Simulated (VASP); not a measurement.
# NbTl4 (Im-3m) in VASP: relaxation of cell and atoms with PBE

Aim: the relaxation of cell and atoms of NbTl4 with PBE.

All numbers are computed with VASP 6.6.1; they aren't measurements. Logs are shortened: lines on timing, memory, paths and dates and some standing lists are left out, and cuts for length are marked.

**1. The cell of the first run**

It takes space group Im-3m (No. 229, cubic). Conventional cell: a = 6.529 Å, b = 6.529 Å, c = 6.529 Å, α = 90.00°, β = 90.00°, γ = 90.00°. Nb (site symmetry m-3m) has 8 Tl at 2.83 Å as nearest neighbours. Around Tl (site symmetry -3m) lie 2 Nb at 2.83 Å.

The cell was built by a generator and needn't be a form met in nature.

**2. Relaxation of cell and atoms, PBE (species swapped into the NiHg4 type (Im-3m, No. 229))**

File INCAR:

```
SYSTEM = NbTl4
PREC     = Accurate       ! precision mode
ENCUT    = 600            ! plane-wave cutoff, eV
EDIFF    = 1E-6           ! SCF threshold, eV
ISMEAR   = 0              ! smearing method
SIGMA    = 0.1            ! smearing width, eV
LREAL    = .FALSE.        ! projectors in reciprocal space
LASPH    = .TRUE.         ! aspherical terms in the spheres
NELM     = 100            ! most SCF steps
ALGO     = Normal         ! electronic algorithm
ISIF     = 3              ! what is computed and relaxed
LWAVE    = .FALSE.        ! write WAVECAR
LCHARG   = .FALSE.        ! write CHGCAR
GGA      = PE             ! functional
IBRION   = 2              ! ionic algorithm
NSW      = 90             ! ionic steps
EDIFFG   = -0.04          ! ionic threshold
```

File KPOINTS:

```
Automatic mesh
0
G
  4 4 4
  0 0 0
```

File POSCAR:

```
NbTl4
1.0
   -3.2645093900      3.2645093900      3.2645093900
    3.2645093900     -3.2645093900      3.2645093900
    3.2645093900      3.2645093900     -3.2645093900
Nb Tl
1 4
Direct
    0.0000000000      0.0000000000      0.0000000000
    0.0000000000      0.0000000000      0.5000000000
    0.5000000000      0.0000000000      0.0000000000
    0.5000000000      0.5000000000      0.5000000000
    0.0000000000      0.5000000000      0.0000000000
```

Potentials or basis: VASP PAW PBE potentials, release 64 (Nb_sv, Tl_d).

Command:

```sh
> cat potpaw_PBE.64/Nb_sv/POTCAR potpaw_PBE.64/Tl_d/POTCAR > POTCAR
> mpirun -np 1 vasp_std > vasp.out
```

OUTCAR:

```text
SYSTEM = NbTl4
   PREC = Accurate
   ENCUT = 600
   EDIFF = 1E-6
   ISMEAR = 0
   LREAL = .FALSE.
   LASPH = .TRUE.
   NELM = 100
   ISIF = 3
   GGA = PE
   IBRION = 2
   NSW = 90
   EDIFFG = -0.04

 ion  position               nearest neighbor table
   1  0.000  0.000  0.000-   2 2.83   3 2.83   4 2.83   5 2.83   2 2.83   5 2.83   3 2.83   4 2.83

   2  0.000  0.000  0.500-   1 2.83   1 2.83   4 3.26   5 3.26   3 3.26   5 3.26   3 3.26   4 3.26

   3  0.500  0.000  0.000-   1 2.83   1 2.83   4 3.26   5 3.26   4 3.26   2 3.26   2 3.26   5 3.26

   4  0.500  0.500  0.500-   1 2.83   1 2.83   3 3.26   5 3.26   3 3.26   5 3.26   2 3.26   2 3.26

   5  0.000  0.500  0.000-   1 2.83   1 2.83   3 3.26   4 3.26   2 3.26   2 3.26   4 3.26   3 3.26

  LATTYP: Found a body centered cubic cell.
 ALAT       =     6.5290187800

  Lattice vectors:

 A1 = (  -3.2645093900,   3.2645093900,   3.2645093900)
 A2 = (   3.2645093900,  -3.2645093900,   3.2645093900)
 A3 = (   3.2645093900,   3.2645093900,  -3.2645093900)

Analysis of symmetry for initial positions (statically):
=====================================================================
 Subroutine PRICEL returns:
 Original cell was already a primitive cell.

 Routine SETGRP: Setting up the symmetry group for a
 body centered cubic supercell.

 Subroutine GETGRP returns: Found 48 space group operations
 (whereof 48 operations were pure point group operations)
 out of a pool of 48 trial point group operations.

The static configuration has the point symmetry O_h .

Analysis of symmetry for dynamics (positions and initial velocities):
=====================================================================
 Subroutine PRICEL returns:
 Original cell was already a primitive cell.

 Routine SETGRP: Setting up the symmetry group for a
 body centered cubic supercell.

 Subroutine GETGRP returns: Found 48 space group operations
 (whereof 48 operations were pure point group operations)
 out of a pool of 48 trial point group operations.

The dynamic configuration has the point symmetry O_h .

 Subroutine INISYM returns: Found 48 space group operations
 (whereof 48 operations are pure point group operations),
 and found     1 'primitive' translations

----------------------------------------------------------------------------------------

                                     Primitive cell

  volume of cell :     139.1598

  direct lattice vectors                    reciprocal lattice vectors
    -3.264509390  3.264509390  3.264509390     0.000000000  0.153162372  0.153162372
     3.264509390 -3.264509390  3.264509390     0.153162372  0.000000000  0.153162372
     3.264509390  3.264509390 -3.264509390     0.153162372  0.153162372  0.000000000

  length of vectors
     5.654296125  5.654296125  5.654296125     0.216604303  0.216604303  0.216604303

  position of ions in fractional coordinates (direct lattice)
     0.000000000  0.000000000  0.000000000
     0.000000000  0.000000000  0.500000000
     0.500000000  0.000000000  0.000000000
     0.500000000  0.500000000  0.500000000
     0.000000000  0.500000000  0.000000000

  ion indices of the primitive-cell ions
   primitive index   ion index
                 1           1
                 2           2
                 3           3
                 4           4
                 5           5

----------------------------------------------------------------------------------------

 KPOINTS: Automatic mesh

Automatic generation of k-mesh.
 Grid dimensions read from file:
 generate k-points for:    4    4    4

 Generating k-lattice:

  Cartesian coordinates                     Fractional coordinates (reciprocal lattice)
     0.000000000  0.038290593  0.038290593     0.250000000  0.000000000  0.000000000
     0.038290593  0.000000000  0.038290593     0.000000000  0.250000000  0.000000000
     0.038290593  0.038290593  0.000000000     0.000000000  0.000000000  0.250000000

  Length of vectors
     0.054151076  0.054151076  0.054151076

  Shift w.r.t. Gamma in fractional coordinates (k-lattice)
     0.000000000  0.000000000  0.000000000

 Subroutine IBZKPT returns following result:
 ===========================================

 Found      8 irreducible k-points:

 Following reciprocal coordinates:
            Coordinates               Weight
  0.000000  0.000000  0.000000      1.000000
  0.250000  0.000000  0.000000     12.000000
  0.500000  0.000000  0.000000      6.000000
  0.250000  0.250000  0.000000     24.000000
  0.250000  0.250000  0.250000      2.000000
 -0.250000  0.250000  0.250000      6.000000
  0.500000  0.500000  0.250000     12.000000
  0.500000  0.500000  0.500000      1.000000
   k-points           NKPTS =      8   k-points in BZ     NKDIM =      8   number of bands    NBANDS=     39
   number of dos      NEDOS =    301   number of ions     NIONS =      5
   total plane-waves  NPLWV = 110592
   dimension x,y,z NGX =    48 NGY =   48 NGZ =   48
   dimension x,y,z NGXF=    96 NGYF=   96 NGZF=   96
   ions per type =               1   4
   NGX,Y,Z   is equivalent  to a cutoff of  14.11, 14.11, 14.11 a.u.
   NGXF,Y,Z  is equivalent  to a cutoff of  28.23, 28.23, 28.23 a.u.
 SYSTEM =  NbTl4
   PREC   = accura    normal or accurate (medium, high low for compatibility)
   ISTART =      0    job   : 0-new  1-cont  2-samecut
   ICHARG =      2    charge: 1-file 2-atom 10-const
   ISPIN  =      1    spin polarized calculation?
   LNONCOLLINEAR =      F non collinear calculations
   LSORBIT =      F    spin-orbit coupling
   LASPH  =      T    aspherical Exc in radial PAW
   ENCUT  =  600.0 eV  44.10 Ry    6.64 a.u.  11.29 11.29 11.29*2*pi/ulx,y,z
   NELM   =    100;   NELMIN=  2; NELMDL= -5     # of ELM steps
   EDIFF  = 0.1E-05   stopping-criterion for ELM
   LREAL  =      F    real-space projection
   EDIFFG = -.4E-01   stopping-criterion for IOM
   NSW    =     90    number of steps for IOM
   IBRION =      2    ionic relax: 0-MD 1-quasi-New 2-CG
   NFREE  =      1    steps in history (QN), initial steepest desc. (CG)
   ISIF   =      3    stress and relaxation
   ISYM   =      2    0-nonsym 1-usesym 2-fastsym
   POTIM  = 0.5000    time-step for ionic-motion
   TEBEG  =    0.0;   TEEND  =   0.0 temperature during run
   PSTRESS=    0.0 pullay stress
   NELECT =      65.0000    total number of electrons
   NUPDOWN=      -1.0000    fix difference up-down
   EMIN   =  10.00;   EMAX   =-10.00  energy-range for DOS
   EFERMI =   0.00;   METHOD = LEGACY
   ISMEAR =     0;   SIGMA  =   0.10  broadening in eV -4-tet -1-fermi 0-gaus
   EFERMI_NEDOS =   21; number of points for ismear=-14 and -15
   IALGO  =     38    algorithm
   IMIX   =      4    mixing-type and parameters
     AMIX     =   0.40;   BMIX     =  1.00
     AMIX_MAG =   1.60;   BMIX_MAG =  1.00
  volume/ion in A,a.u.               =      27.83       187.82
  Fermi-wavevector in a.u.,A,eV,Ry     =   1.270208  2.400344 21.952011  1.613427
  Thomas-Fermi vector in A             =   2.403207
   LORBIT       =      0    0 simple, 1 ext, 2 COOP (PROOUT), +10 PAW based schemes
   GGA     = PE    functional components
   LHFCALC =     F    Hartree Fock is set to
   AEXX    =    0.0000 exact exchange contribution
   IVDW    =     0    specifies the selected vdW correction
   LEPSILON=     F    determine dielectric tensor
   LRPA    =     F    only Hartree local field effects (RPA)
 conjugate gradient relaxation of ions
 non-spin polarized calculation
 Gauss-broadening in eV      SIGMA  =   0.10
  energy-cutoff  :      600.00
  volume of cell :      139.16
 maximum number of plane-waves:      4729
 NGX is ok and might be reduce to    48
   NGX = 23   NGY = 23   NGZ = 23

--------------------------------------- Ionic step        1  -------------------------------------------

 number of electron      64.9999995 magnetization

 Free energy of the ion-electron system (eV)
  ---------------------------------------------------
  ext. energy  EPLUGINS =         0.00000000
  ---------------------------------------------------
  free energy    TOTEN  =       -17.55929496 eV

  energy without entropy =      -17.53104308  energy(sigma->0) =      -17.54516902

 E-fermi :   6.2080     XC(G=0): -10.0890

 val. band max:        6.1878118746   @ k =   0.5000   0.0000   0.0000
 cond. band min:       6.2358259538   @ k =  -0.2500   0.2500   0.2500
 fundamental gap:      0.0480140792
 Fermi energy:         6.2079624100

 k-point     1 :       0.0000    0.0000    0.0000
  band No.  band energies     occupation
      1     -48.2693      2.00000
      2     -24.3921      2.00000
      3     -24.3921      2.00000
      4     -24.3921      2.00000
      5      -5.4151      2.00000
      6      -5.4151      2.00000
[... 31 lines left out ...]
     38       9.4504      0.00000
     39       9.4504      0.00000
[... 353 lines left out ...]
 POSITION                                       TOTAL-FORCE (eV/Angst)
 -----------------------------------------------------------------------------------
      0.00000      0.00000     -0.00000        -0.000000      0.000000     -0.000000
      1.70000      1.70000     -1.70000        -0.000000     -0.000000     -0.000000
     -1.70000      1.70000      1.70000         0.000000      0.000000      0.000000
      1.70000      1.70000      1.70000        -0.000000     -0.000000     -0.000000
      1.70000      5.10001      1.70000         0.000000      0.000000     -0.000000
 -----------------------------------------------------------------------------------
    total drift:                                0.000000      0.000000     -0.000000

  FREE ENERGIE OF THE ION-ELECTRON SYSTEM (eV)
  ---------------------------------------------------
  free  energy   TOTEN  =       -17.7050527195 eV

  energy  without entropy=      -17.6664538831  energy(sigma->0) =      -17.68575330

--------------------------------------- Ionic step        3  -------------------------------------------

 number of electron      65.0000015 magnetization

 Free energy of the ion-electron system (eV)
  ---------------------------------------------------
  ext. energy  EPLUGINS =         0.00000000
  ---------------------------------------------------
  free energy    TOTEN  =       -17.73450221 eV

  energy without entropy =      -17.69778316  energy(sigma->0) =      -17.71614269

 E-fermi :   5.4271     XC(G=0):  -9.6764

 val. band max:        5.4146509810   @ k =  -0.2500   0.2500   0.2500
 cond. band min:       5.4319737292   @ k =   0.5000   0.0000   0.0000
 fundamental gap:      0.0173227482
 Fermi energy:         5.4271449398

 k-point     1 :       0.0000    0.0000    0.0000
  band No.  band energies     occupation
      1     -49.2301      2.00000
      2     -25.3130      2.00000
      3     -25.3130      2.00000
      4     -25.3130      2.00000
      5      -6.0489      2.00000
      6      -6.0489      2.00000
[... 31 lines left out ...]
     38       8.2087      0.00000
     39       8.2087      0.00000
[... 305 lines left out ...]
 VOLUME and BASIS-vectors are now :
 -----------------------------------------------------------------------------
  energy-cutoff  :      600.00
  volume of cell :      151.46
      direct lattice vectors                 reciprocal lattice vectors
    -3.358008468  3.358008468  3.358008468     0.000000000  0.148897778  0.148897778
     3.358008468 -3.358008468  3.358008468     0.148897778  0.000000000  0.148897778
     3.358008468  3.358008468 -3.358008468     0.148897778  0.148897778  0.000000000

 POSITION                                       TOTAL-FORCE (eV/Angst)
 -----------------------------------------------------------------------------------
      0.00000      0.00000     -0.00000         0.000000      0.000000     -0.000000
      1.67900      1.67900     -1.67900        -0.000000      0.000000     -0.000000
     -1.67900      1.67900      1.67900        -0.000000     -0.000000      0.000000
      1.67900      1.67900      1.67900         0.000000     -0.000000     -0.000000
      1.67900     -1.67900      1.67900         0.000000      0.000000      0.000000
 -----------------------------------------------------------------------------------
    total drift:                                0.000000      0.000000     -0.000000

  FREE ENERGIE OF THE ION-ELECTRON SYSTEM (eV)
  ---------------------------------------------------
  free  energy   TOTEN  =       -17.7345022114 eV

  energy  without entropy=      -17.6977831620  energy(sigma->0) =      -17.71614269

 reached required accuracy - stopping structural energy minimisation
```

Run time: 5 min. Hardware: 1 thread of Intel Xeon Platinum 8175M at 2.50GHz (Skylake/Cascade Lake), shared host; peak memory 0.35 GiB.

What came out:

```
Free energy                            : -17.7345 eV
Relaxed volume                         : 30.29 Å³/atom
Relaxed cell                           : a = 5.816 Å, b = 5.816 Å, c = 5.816 Å, α = 109.47°, β = 109.47°, γ = 109.47°
Space group after relaxing (to 0.05 Å) : Im-3m (No. 229)
Energy gained by relaxing              : 35.0 meV/atom
Ionic steps                            : 3
Pressure after relaxing                : 0.0 GPa
Band gap on the k mesh                 : none (metal or under the smearing width)
```

Step by step:
| step | energy change (eV) | largest force (eV/Å) | pressure (GPa) | volume (Å³) |
| --- | --- | --- | --- | --- |
| 1 | 0.0000 | 0.0000 | 4.95 | 139.16 |
| 2 | -0.1458 | 0.0000 | -1.59 | 157.22 |
| 3 | -0.1752 | 0.0000 | 0.01 | 151.46 |

Final structure:
```xyz
5
Lattice="-3.3580 3.3580 3.3580 3.3580 -3.3580 3.3580 3.3580 3.3580 -3.3580" Properties=species:S:1:pos:R:3 pbc="T T T"
Nb    0.0000    0.0000    0.0000
Tl    1.6790    1.6790   -1.6790
Tl   -1.6790    1.6790    1.6790
Tl    1.6790    1.6790    1.6790
Tl    1.6790   -1.6790    1.6790
```
